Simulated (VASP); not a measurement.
Here is the system:

```
KI
1.0
    0.00000     3.51112     3.51112
    3.51112     0.00000     3.51112
    3.51112     3.51112     0.00000
K I
1 1
Direct
  0.00000   0.00000   0.00000
  0.50000   0.50000   0.50000
```

Computed with optB86b-vdW, VASP's PBE PAW potentials (set 64) (plane waves; VASP). Run with 520 eV cut-off, 6×6×6 Γ-centred mesh, Gaussian smearing of 0.050 eV, potentials K_sv I.

Unless said otherwise, spin-orbit coupling is left out, though it shifts the bands of the heavy elements here.

Task: Predict the energy per atom (σ→0), band gap (on the k-mesh) with the smallest direct gap where there is one.

Result: 
| Item | Value |
|---|---|
| band gap (on the k-mesh) | 3.95 eV |
| smallest direct gap (on the k-mesh) | 3.95 eV |
| energy per atom (σ→0) | -0.762 eV/atom |

Only differences to runs with the same potentials and settings are physical.

The compound is KI in the rock salt structure. It was relaxed first. The start is the result of an earlier pass.
